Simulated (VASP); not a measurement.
Here is the system:

```xyz
1
Lattice="-1.5859 1.5859 1.5859 1.5859 -1.5859 1.5859 1.5859 1.5859 -1.5859" Properties=species:S:1:pos:R:3 pbc="T T T"
W      0.0000     0.0000     0.0000
```

Calculation: optB86b-vdW, VASP's PBE PAW potentials (set 64) (plane waves; VASP). Settings: 520 eV cut-off, Gaussian smearing of 0.050 eV, potentials W_sv.

Unless said otherwise, spin-orbit coupling is left out, though it shifts the bands of the heavy elements here.

Task: Predict the band gap (along the path) with the smallest direct gap where there is one.

Result: 
```yaml
band gap (along the path): none (metal, semimetal or under 0.01 eV)
```

The absolute energy has meaning only against runs of the same code, potentials and settings.

The compound is W in the bcc structure. It was relaxed first.
